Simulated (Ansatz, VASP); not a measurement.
# C (Diamond): VASP beside Ansatz, part 2 of 2

Wanted: the spread between two codes on one cell, functional and k mesh. The cell is taken from a series of runs on this material, whose earlier steps may have relaxed, scaled, displaced or heated it; both programs get it as it stands.

VASP 6.6.1 and Ansatz 0.2.0.

So far: The structure; Ansatz: zone-centre phonons, LDA.

### 3. VASP: zone-centre phonons, LDA

Level of this step: LDA; plane waves and PAW (C) (VASP).

The same cell, functional (in two slightly different forms) and mesh now go to VASP, with its own data sets.

Lines of VASP's logs that name or quote its potential files are left out, and so is its time.

Contents of INCAR:

```
SYSTEM = C
PREC = Accurate
ENCUT = 600
EDIFF = 1E-08
NELM = 120
ISMEAR = 0
SIGMA = 0.01
LREAL = .FALSE.
ALGO = Normal
GGA = CA
NBANDS = 10
LORBIT = 11
LWAVE = .FALSE.
LCHARG = .FALSE.
ISIF = 2
IBRION = 8
LEPSILON = .TRUE.
LASPH = .TRUE.
GGA_COMPAT = .FALSE.
EFERMI = MIDGAP
KPAR = 2
```

Contents of POSCAR:

```
C
1.0
    0.0000000000      1.7658688030      1.7658688030
    1.7658688030      0.0000000000      1.7658688030
    1.7658688030      1.7658688030      0.0000000000
C
2
Direct
    0.0000000000      0.0000000000      0.0000000000
    0.2500000000      0.2500000000      0.2500000000
```

Contents of KPOINTS:

```
Automatic mesh
0
Gamma
12 12 12
0 0 0
```

The projector-augmented-wave data sets are C (LDA family, release 64).

Started as:

```bash
> mpirun -np 2 vasp_std
```

Numbers of over 12 decimals in the logs are rounded to 6 here.

Log:

```text
[banner, memory and clock lines left out]
running    2 mpi-ranks, on    1 nodes
 distrk:  each k-point on    1 cores,    2 groups
 distr:  one band on    1 cores,    1 groups

 POSCAR found type information on POSCAR C
 POSCAR found :  1 types and       2 ions
 LDA part: xc-table for (Slater(with rela. corr.)+CA(PZ))
 , standard interpolation
 POSCAR, INCAR and KPOINTS ok, starting setup
 FFT: planning ... GRIDC
 FFT: planning ... GRID_SOFT
 FFT: planning ... GRID
 WAVECAR not read
 entering main loop
       N       E                     dE             d eps       ncg     rms          rms(c)
DAV:   1    -0.258570075851E+00   -0.25857E+00   -0.52594E+03  1472   0.882E+02
DAV:   2    -0.207280873799E+02   -0.20470E+02   -0.19802E+02  1902   0.135E+02
DAV:   3    -0.211180376262E+02   -0.38995E+00   -0.38864E+00  1690   0.150E+01
DAV:   4    -0.211189262654E+02   -0.88864E-03   -0.88861E-03  1590   0.844E-01
DAV:   5    -0.211189275169E+02   -0.12515E-05   -0.12515E-05  1614   0.313E-02    0.588E+00
DAV:   6    -0.204759358184E+02    0.64299E+00   -0.36904E-01  1488   0.450E+00    0.341E+00
DAV:   7    -0.202522680886E+02    0.22367E+00   -0.43301E-01  1560   0.488E+00    0.750E-01
DAV:   8    -0.202520832894E+02    0.18480E-03   -0.90822E-03  1532   0.864E-01    0.265E-02
DAV:   9    -0.202520707907E+02    0.12499E-04   -0.34194E-05  1588   0.499E-02    0.194E-02
DAV:  10    -0.202520721522E+02   -0.13615E-05   -0.18024E-06  1618   0.122E-02    0.455E-03
DAV:  11    -0.202520720849E+02    0.67279E-07   -0.59188E-08  1624   0.202E-03    0.743E-04
DAV:  12    -0.202520720737E+02    0.11240E-07   -0.13608E-09   894   0.369E-04    0.149E-04
DAV:  13    -0.202520720714E+02    0.22726E-08   -0.83937E-11   772   0.970E-05
   1 F= -.20252072E+02 E0= -.20252072E+02  d E =0.000000E+00
 Linear response reoptimize wavefunctions to high precision
DAV:   1    -0.202520720710E+02    0.42849E-09   -0.35557E-12   816   0.194E-05
DAV:   2    -0.202520720710E+02    0.32855E-10   -0.52126E-13   746   0.491E-06
 Linear response G [H, r] |phi>, progress :
  Direction:   1
       N       E                     dE             d eps       ncg     rms
RMM:   1    -0.322403111955E+02   -0.32240E+02   -0.22089E+00  3330   0.434E+01
RMM:   2    -0.323803352278E+02   -0.14002E+00   -0.97048E-01  2278   0.863E+00
RMM:   3    -0.323918867160E+02   -0.11551E-01   -0.30619E-03  2398   0.525E-01
RMM:   4    -0.323920047127E+02   -0.11800E-03   -0.18100E-05  2519   0.417E-02
RMM:   5    -0.323920064604E+02   -0.17477E-05   -0.14164E-07  2504   0.434E-03
RMM:   6    -0.323920064893E+02   -0.28901E-07    0.50653E-08  2335   0.988E-04
RMM:   7    -0.323920065229E+02   -0.33614E-07   -0.55958E-07  1881   0.669E-04
RMM:   8    -0.323920065284E+02   -0.55595E-08   -0.63501E-07  1814   0.644E-04
RMM:   9    -0.323920065385E+02   -0.10049E-07   -0.67659E-07  1691   0.643E-04
RMM:  10    -0.323920065343E+02    0.41696E-08   -0.58884E-07  1367   0.641E-04
 Linear response G [H, r] |phi>, progress :
  Direction:   2
       N       E                     dE             d eps       ncg     rms
RMM:   1    -0.355667338711E+02   -0.35567E+02   -0.53546E+01  3345   0.416E+01
RMM:   2    -0.329108629126E+02    0.26559E+01   -0.67114E-01  2285   0.744E+00
RMM:   3    -0.329163621369E+02   -0.54992E-02   -0.24851E-03  2391   0.442E-01
RMM:   4    -0.329164141528E+02   -0.52016E-04   -0.15775E-05  2553   0.369E-02
RMM:   5    -0.329164151610E+02   -0.10082E-05   -0.12229E-06  2527   0.353E-03
RMM:   6    -0.329164151839E+02   -0.22920E-07   -0.11323E-06  2342   0.759E-04
RMM:   7    -0.329164151250E+02    0.58890E-07   -0.81778E-07  1911   0.494E-04
RMM:   8    -0.329164151242E+02    0.83264E-09   -0.80258E-07  1830   0.480E-04
RMM:   9    -0.329164151242E+02   -0.26532E-10   -0.77846E-07  1722   0.480E-04
RMM:  10    -0.329164151168E+02    0.74759E-08   -0.58884E-07  1490   0.480E-04
 Linear response G [H, r] |phi>, progress :
  Direction:   3
       N       E                     dE             d eps       ncg     rms
RMM:   1    -0.207691984643E+02   -0.20769E+02    0.61045E+01  3194   0.404E+01
RMM:   2    -0.224129696271E+02   -0.16438E+01   -0.91289E-01  2258   0.789E+00
RMM:   3    -0.224180636675E+02   -0.50940E-02   -0.58918E-03  2420   0.497E-01
RMM:   4    -0.224180338010E+02    0.29866E-04   -0.72254E-05  2480   0.412E-02
RMM:   5    -0.224180325049E+02    0.12962E-05   -0.27262E-06  2429   0.452E-03
RMM:   6    -0.224180324114E+02    0.93443E-07   -0.11314E-06  2214   0.111E-03
RMM:   7    -0.224180324203E+02   -0.88459E-08   -0.10222E-06  1733   0.781E-04
RMM:   8    -0.224180324632E+02   -0.42972E-07   -0.12957E-06  1610   0.752E-04
RMM:   9    -0.224180324670E+02   -0.38020E-08   -0.11510E-06  1483   0.751E-04
RMM:  10    -0.224180324688E+02   -0.17643E-08   -0.13653E-06  1196   0.746E-04
 Linear response to external field (no local field effect), progress :
  Direction:   1
       N       E                     dE             d eps       ncg     rms          rms(c)
RMM:   1    -0.177060772179E+00   -0.17706E+00   -0.64463E-01  3163   0.225E+00
RMM:   2    -0.181177332213E+00   -0.41166E-02   -0.10613E-03  2301   0.273E-01
RMM:   3    -0.181181818868E+00   -0.44867E-05   -0.32408E-06  2318   0.116E-02
RMM:   4    -0.181181838171E+00   -0.19304E-07   -0.13777E-08  2285   0.797E-04
RMM:   5    -0.181181838258E+00   -0.86868E-10   -0.12163E-10  1729   0.652E-05
 change of polarisation eV/A/(eV/A) component  1 :     0.362     0.161     0.047
 dielectric tensor                  component  1 :     6.954     2.651     0.769
 Linear response to external field (no local field effect), progress :
  Direction:   2
       N       E                     dE             d eps       ncg     rms          rms(c)
RMM:   1    -0.174072887435E+00   -0.17407E+00   -0.61818E-01  3171   0.227E+00
RMM:   2    -0.178093767359E+00   -0.40209E-02   -0.10312E-03  2309   0.276E-01
RMM:   3    -0.178098047477E+00   -0.42801E-05   -0.32968E-06  2329   0.116E-02
RMM:   4    -0.178098068232E+00   -0.20755E-07   -0.15151E-08  2294   0.841E-04
RMM:   5    -0.178098068313E+00   -0.81127E-10   -0.85006E-10  1717   0.627E-05
 change of polarisation eV/A/(eV/A) component  2 :     0.161     0.356    -0.061
 dielectric tensor                  component  2 :     2.651     6.853    -0.997
 Linear response to external field (no local field effect), progress :
  Direction:   3
       N       E                     dE             d eps       ncg     rms          rms(c)
RMM:   1    -0.892646195386E-01   -0.89265E-01   -0.31663E-01  3117   0.168E+00
RMM:   2    -0.915477607367E-01   -0.22831E-02   -0.52496E-04  2274   0.191E-01
RMM:   3    -0.915498960858E-01   -0.21353E-05   -0.15581E-06  2316   0.848E-03
RMM:   4    -0.915499046752E-01   -0.85895E-08   -0.68597E-09  2273   0.613E-04
 change of polarisation eV/A/(eV/A) component  3 :     0.047    -0.061     0.183
 dielectric tensor                  component  3 :     0.769    -0.997     4.008
 Linear response to external field, progress :
  Direction:   1
       N       E                     dE             d eps       ncg     rms          rms(c)
RMM:   1    -0.146816952570E+00   -0.14682E+00   -0.52665E-01  7147   0.207E+00
RMM:   2    -0.150272951070E+00   -0.34560E-02   -0.87171E-04  5167   0.247E-01    0.690E-01
RMM:   3    -0.148027574795E+00    0.22454E-02   -0.74161E-04  5137   0.210E-01    0.402E-01
RMM:   4    -0.152850503998E+00   -0.48229E-02   -0.10846E-03  5158   0.256E-01    0.326E-02
RMM:   5    -0.153248589830E+00   -0.39809E-03   -0.11570E-05  5282   0.267E-02    0.279E-03
RMM:   6    -0.153261947673E+00   -0.13358E-04   -0.36142E-08  5474   0.168E-03    0.151E-03
RMM:   7    -0.153265314146E+00   -0.33665E-05   -0.55419E-09  5454   0.716E-04    0.102E-04
RMM:   8    -0.153265878425E+00   -0.56428E-06   -0.26420E-10  4410   0.756E-05    0.255E-05
RMM:   9    -0.153265764899E+00    0.11353E-06   -0.15179E-10  2359   0.343E-05    0.210E-06
 change of polarisation eV/A/(eV/A) component  1 :     0.290     0.094     0.032
 dielectric tensor                  component  1 :     5.763     1.541     0.523
 Linear response to external field, progress :
  Direction:   2
       N       E                     dE             d eps       ncg     rms          rms(c)
RMM:   1    -0.146788071287E+00   -0.14679E+00   -0.52637E-01  7159   0.207E+00
RMM:   2    -0.150272972929E+00   -0.34849E-02   -0.87193E-04  5169   0.247E-01    0.690E-01
RMM:   3    -0.148028738097E+00    0.22442E-02   -0.73957E-04  5136   0.210E-01    0.402E-01
RMM:   4    -0.152850844166E+00   -0.48221E-02   -0.10820E-03  5159   0.256E-01    0.326E-02
RMM:   5    -0.153248450980E+00   -0.39761E-03   -0.11566E-05  5280   0.268E-02    0.279E-03
RMM:   6    -0.153261966476E+00   -0.13515E-04   -0.35911E-08  5472   0.167E-03    0.151E-03
RMM:   7    -0.153265313767E+00   -0.33473E-05   -0.61641E-09  5449   0.712E-04    0.102E-04
RMM:   8    -0.153265892982E+00   -0.57922E-06   -0.83810E-10  4363   0.726E-05    0.254E-05
RMM:   9    -0.153265772593E+00    0.12039E-06   -0.74929E-10  2372   0.327E-05    0.213E-06
 change of polarisation eV/A/(eV/A) component  2 :     0.077     0.290    -0.002
 dielectric tensor                  component  2 :     1.265     5.763    -0.028
 Linear response to external field, progress :
  Direction:   3
       N       E                     dE             d eps       ncg     rms          rms(c)
RMM:   1    -0.146793259862E+00   -0.14679E+00   -0.52642E-01  7159   0.207E+00
RMM:   2    -0.150272936985E+00   -0.34797E-02   -0.87404E-04  5169   0.247E-01    0.690E-01
RMM:   3    -0.148028745119E+00    0.22442E-02   -0.73955E-04  5136   0.210E-01    0.402E-01
RMM:   4    -0.152850809961E+00   -0.48221E-02   -0.10819E-03  5158   0.256E-01    0.326E-02
RMM:   5    -0.153248413369E+00   -0.39760E-03   -0.11555E-05  5287   0.267E-02    0.279E-03
RMM:   6    -0.153261969992E+00   -0.13557E-04   -0.36106E-08  5474   0.168E-03    0.151E-03
RMM:   7    -0.153265315624E+00   -0.33456E-05   -0.61744E-09  5456   0.712E-04    0.102E-04
RMM:   8    -0.153265891919E+00   -0.57630E-06   -0.83565E-10  4373   0.728E-05    0.254E-05
RMM:   9    -0.153265772405E+00    0.11951E-06   -0.74124E-10  2389   0.326E-05    0.211E-06
 change of polarisation eV/A/(eV/A) component  3 :     0.012     0.060     0.290
 dielectric tensor                  component  3 :     0.204     0.981     5.763
 Linear response DOF=           1
 Linear response progress:
  Degree of freedom:   1/  1
       N       E                     dE             d eps       ncg     rms          rms(c)
RMM:   1    -0.120174927379E+00   -0.12017E+00   -0.21707E-02 13346   0.207E+00
RMM:   2    -0.110774739757E+00    0.94002E-02   -0.40302E-03  8541   0.397E-01    0.190E-01
RMM:   3    -0.110780290617E+00   -0.55509E-05   -0.36915E-04  8425   0.113E-01    0.103E-01
RMM:   4    -0.111575505991E+00   -0.79522E-03   -0.34998E-04  8353   0.117E-01    0.133E-02
RMM:   5    -0.111524158271E+00    0.51348E-04   -0.21119E-05  9075   0.137E-02    0.100E-03
RMM:   6    -0.111522285674E+00    0.18726E-05   -0.20470E-06  9101   0.833E-04    0.437E-04
RMM:   7    -0.111519621959E+00    0.26637E-05   -0.72821E-07  9300   0.374E-04    0.655E-05
RMM:   8    -0.111519527782E+00    0.94177E-07    0.18256E-09  9356   0.828E-05    0.102E-05
RMM:   9    -0.111519398549E+00    0.12923E-06    0.42856E-08  9694   0.575E-05    0.142E-06
RMM:  10    -0.111519398624E+00   -0.74676E-10    0.28939E-08  7777   0.457E-05    0.221E-07
 first order change of Fermi-energy  -0.52331E+01
 force on displaced ion       1 direction 1 : -38.864  -0.000  -0.000
 Born effective charge ion    1 direction 1 :   0.000   0.000   0.000
 Born effective charges drift removed
 Linear response finished
```

Parts of OUTCAR (step 3):

```text
ion  position               nearest neighbor table
   1  0.000  0.000  0.000-   2 1.53   2 1.53   2 1.53   2 1.53
   2  0.250  0.250  0.250-   1 1.53   1 1.53   1 1.53   1 1.53

  LATTYP: Found a face centered cubic cell.
 ALAT       =     3.5317376060

 Subroutine GETGRP returns: Found 48 space group operations
 (whereof 24 operations were pure point group operations)

The static configuration has the point symmetry T_d .
 The point group associated with its full space group is O_h .

 Found     72 irreducible k-points:

   k-points           NKPTS =     72   k-points in BZ     NKDIM =     72   number of bands    NBANDS=     10

   dimension x,y,z NGX =    20 NGY =   20 NGZ =   20
   dimension x,y,z NGXF=    40 NGYF=   40 NGZF=   40

   ENCUT  =  600.0 eV  44.10 Ry    6.64 a.u.   4.99  4.99  4.99*2*pi/ulx,y,z

   NELECT =       8.0000    total number of electrons

 k-points in reciprocal lattice and weights: Automatic mesh
   0.00000000  0.00000000  0.00000000       0.001
   0.08333333  0.00000000  0.00000000       0.005
   0.16666667  0.00000000  0.00000000       0.005
   0.25000000  0.00000000  0.00000000       0.005
   0.33333333  0.00000000  0.00000000       0.005
   0.41666667  0.00000000  0.00000000       0.005
   0.50000000  0.00000000  0.00000000       0.002
   0.08333333  0.08333333  0.00000000       0.003
   0.16666667  0.08333333  0.00000000       0.014
[...]
-0.33333333  0.50000000  0.16666667       0.007
  -0.25000000  0.50000000  0.25000000       0.003

 average (electrostatic) potential at core
       1 -49.0746       2 -49.0746

  Total        0.0573161      0.0573161      0.0573161      0.0000000     -0.0000000      0.0000000
  in kB        8.3383836      8.3383836      8.3383836      0.0000000     -0.0000000      0.0000000
  external PRESSURE =       8.3383836 kB  Pullay stress =       0.0000000 kB

  energy-cutoff  :      600.00
  volume of cell :       11.01
      direct lattice vectors                 reciprocal lattice vectors
     0.000000000  1.765868803  1.765868803    -0.283146743  0.283146743  0.283146743
     1.765868803  0.000000000  1.765868803     0.283146743 -0.283146743  0.283146743
     1.765868803  1.765868803  0.000000000     0.283146743  0.283146743 -0.283146743

 POSITION                                       TOTAL-FORCE (eV/Angst)
 -----------------------------------------------------------------------------------
      0.00000      0.00000      0.00000        -0.000000     -0.000000     -0.000000
      0.88293      0.88293      0.88293         0.000000      0.000000      0.000000
 -----------------------------------------------------------------------------------
    total drift:                                0.000000      0.000000      0.000000

 MACROSCOPIC STATIC DIELECTRIC TENSOR (including local field effects in DFT)
 ------------------------------------------------------
           5.762551    -0.000000     0.000000
          -0.000000     5.762551    -0.000000
          -0.000000    -0.000000     5.762551
 ------------------------------------------------------

 PIEZOELECTRIC TENSOR (including local field effects)  for field in x, y, z        (C/m^2)
          XX          YY          ZZ          XY          YZ          ZX
  --------------------------------------------------------------------------------
  x     0.00000     0.00000     0.00000     0.00000     0.00000     0.00000
  y     0.00000     0.00000     0.00000    -0.00000     0.00000    -0.00000
  z     0.00000     0.00000     0.00000    -0.00000    -0.00000     0.00000

 BORN EFFECTIVE CHARGES (including local field effects) (in |e|, cummulative output)
 ---------------------------------------------------------------------------------
 ion    1
    1     0.00000     0.00000    -0.00000
    2     0.00000     0.00000     0.00000
    3    -0.00000     0.00000     0.00000
 ion    2
    1     0.00000     0.00000     0.00000
    2     0.00000     0.00000     0.00000
    3     0.00000    -0.00000     0.00000

 Eigenvectors and eigenvalues of the dynamical matrix
 ----------------------------------------------------

   1 f  =   39.769543 THz   249.879407 2PiTHz 1326.569156 cm-1   164.473539 meV
             X         Y         Z           dx          dy          dz
      0.000000  0.000000  0.000000     0.000000   -0.707107    0.000000
      0.882934  0.882934  0.882934     0.000000    0.707107    0.000000

   2 f  =   39.769543 THz   249.879407 2PiTHz 1326.569156 cm-1   164.473539 meV
             X         Y         Z           dx          dy          dz
      0.000000  0.000000  0.000000    -0.707107    0.000000    0.000000
      0.882934  0.882934  0.882934     0.707107    0.000000    0.000000

   3 f  =   39.769543 THz   249.879407 2PiTHz 1326.569156 cm-1   164.473539 meV
             X         Y         Z           dx          dy          dz
      0.000000  0.000000  0.000000     0.000000    0.000000   -0.707107
      0.882934  0.882934  0.882934     0.000000    0.000000    0.707107

   4 f  =    0.000000 THz     0.000000 2PiTHz    0.000000 cm-1     0.000000 meV
             X         Y         Z           dx          dy          dz
      0.000000  0.000000  0.000000     0.707107    0.000000    0.000000
      0.882934  0.882934  0.882934     0.707107    0.000000    0.000000

   5 f  =    0.000000 THz     0.000000 2PiTHz    0.000000 cm-1     0.000000 meV
             X         Y         Z           dx          dy          dz
      0.000000  0.000000  0.000000     0.000000    0.707107    0.000000
      0.882934  0.882934  0.882934     0.000000    0.707107    0.000000

   6 f  =    0.000000 THz     0.000000 2PiTHz    0.000000 cm-1     0.000000 meV
             X         Y         Z           dx          dy          dz
      0.000000  0.000000  0.000000     0.000000    0.000000    0.707107
      0.882934  0.882934  0.882934     0.000000    0.000000    0.707107

 MACROSCOPIC STATIC DIELECTRIC TENSOR IONIC CONTRIBUTION
 ------------------------------------------------------
           0.000000     0.000000     0.000000
           0.000000     0.000000     0.000000
           0.000000     0.000000     0.000000
 ------------------------------------------------------

 ELASTIC MODULI CONTR FROM IONIC RELAXATION (kBar)
 Direction    XX          YY          ZZ          XY          YZ          ZX
 --------------------------------------------------------------------------------
 XX          -0.0000      0.0000      0.0000      0.0000     -0.0000      0.0000
 YY           0.0000     -0.0000      0.0000      0.0000      0.0000      0.0000
 ZZ           0.0000      0.0000     -0.0000     -0.0000      0.0000      0.0000
 XY           0.0000      0.0000     -0.0000    -66.4311      0.0000      0.0000
 YZ          -0.0000      0.0000      0.0000      0.0000    -66.4311      0.0000
 ZX           0.0000      0.0000      0.0000      0.0000      0.0000    -66.4311
 --------------------------------------------------------------------------------

 PIEZOELECTRIC TENSOR IONIC CONTR  for field in x, y, z        (C/m^2)
          XX          YY          ZZ          XY          YZ          ZX
  --------------------------------------------------------------------------------
  x     0.00000     0.00000    -0.00000    -0.00000     0.00000     0.00000
  y     0.00000     0.00000     0.00000     0.00000     0.00000     0.00000
  z    -0.00000    -0.00000     0.00000     0.00000    -0.00000     0.00000
```

### 4. Differences

Known differences besides the potentials themselves: the two LDA forms differ slightly; fixed occupations in Ansatz, narrow Gaussian smearing in VASP; VASP's run holds the zone centre alone; VASP's response is taken on the typed mesh, Ansatz refines its own for the field response alone; the cutoff is 420 eV in Ansatz and 600 eV in VASP; VASP's log shows a relativistic correction to its local exchange, Ansatz's none. Total energies have different zeros and are not compared.

Both answers:

| quantity | Ansatz | VASP | difference |
| --- | --- | --- | --- |
| ε∞ xx | 5.77 | 5.76 | +0.05 % |
| ε∞ yy | 5.77 | 5.76 | +0.05 % |
| ε∞ zz | 5.77 | 5.76 | +0.05 % |
| Born charge of C1 (mean of the diagonal) (e) | 0.00 | 0.00 | 0.00 |
| optical mode 1 to 3 (cm⁻¹) | 1323.4 | 1326.6 | -0.24 % |

Modes are paired by rising frequency, not by their patterns, so a pair may set unlike modes beside each other; they are those without the splitting of longitudinal modes.

### 5. What came out

| Property | Result |
| --- | --- |
| r.m.s. difference of the optical zone-centre modes, each program's sorted by frequency (zone-centre phonons, LDA) | 3.1 cm⁻¹ |

In words: The r.m.s. difference of the optical zone-centre modes, each program's sorted by frequency is 3.1 cm⁻¹ (zone-centre phonons, LDA). Such differences can come from data sets, numerical settings and the points named under the comparisons, not from the functional's error against experiment.

[Lines on the potential files, build, host, timing and source positions are cut from VASP's logs without a mark.]

[Logs are printed without paths, hosts, clocks, repeated set-up lines and the standing remarks that a program may print on its own settings, such as how far it seeks lower states.]

[Hosts, paths, dates, database ids (printed as entryN), source tags and the programs' standing remarks are cut or masked in the printed files.]
